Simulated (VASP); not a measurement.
Input for VASP

KPOINTS:
```
Automatic mesh
0
gamma
15 15 11
0 0 0
```

POSCAR:
```
FePt
1
    2.6567494003     0.0000000000     0.0000000000
    0.0000000000     2.6567494003     0.0000000000
    0.0000000000     0.0000000000     3.6867716252
Fe Pt
1 1
Direct
  0.0000000000   0.0000000000   0.0000000000
  0.5000000000   0.5000000000   0.5000000000
```

INCAR:
```
! general
SYSTEM  = FePt
PREC    = Accurate
ENCUT   = 520   ! plane-wave cut-off (eV)
LREAL   = .False.   ! projection in real space or not
LASPH   = .True.   ! aspherical one-centre terms

! electronic loop
EDIFF   = 1E-7   ! SCF stop (eV)
NELM    = 100
ALGO    = Normal
LMAXMIX = 6   ! l cut-off of mixed one-centre charges

! smearing
ISMEAR  = -5

! spin
ISPIN   = 2   ! spin-polarised
MAGMOM  = 2.7 0.3

! ions
ISIF    = 2   ! forces and stress, cell fixed

! output
LWAVE   = .False.
LCHARG  = .True.
LORBIT  = 11   ! lm-projected
NEDOS   = 601   ! DOS grid
```

POTCAR, in this order: Fe Pt (LDA.64 set). Program: vasp_std.

**Question.** Translate this LDA calculation to Quantum ESPRESSO's pw.x.

**Answer.** One equivalent input (not run):
```
&CONTROL
  calculation = 'scf'
  pseudo_dir = './pseudo'
  outdir = './out'
  tprnfor = .true.
  tstress = .true.
/
&SYSTEM
  ibrav = 0
  nat = 2
  ntyp = 2
  ecutwfc = 90
  occupations = 'tetrahedra'
  input_dft = 'pz'
  nspin = 2
  starting_magnetization(1) = 0.27
  starting_magnetization(2) = 0.03
/
&ELECTRONS
  conv_thr = 7.3e-09
  electron_maxstep = 100
/
ATOMIC_SPECIES
  Fe 55.845 Fe.upf
  Pt 195.084 Pt.upf
CELL_PARAMETERS angstrom
     2.6567494    0.0000000    0.0000000
     0.0000000    2.6567494    0.0000000
     0.0000000    0.0000000    3.6867716
ATOMIC_POSITIONS crystal
  Fe   0.0000000  0.0000000  0.0000000
  Pt   0.5000000  0.5000000  0.5000000
K_POINTS automatic
  15 15 11 0 0 0
```
The two are equivalent in intent, not identical: the potentials are each code's own (VASP's PAW set, PseudoDojo norm-conserving files in pw.x), so ENCUT and ecutwfc are chosen apart and not converted; conv_thr bounds pw.x's estimated SCF error, while EDIFF bounds the energy change between steps; starting_magnetization is a fraction of the valence charge and MAGMOM a moment in μB, so they match only roughly.

The compound is FePt in the L1_0 structure. It was relaxed first, which changed the volume by -5 %.
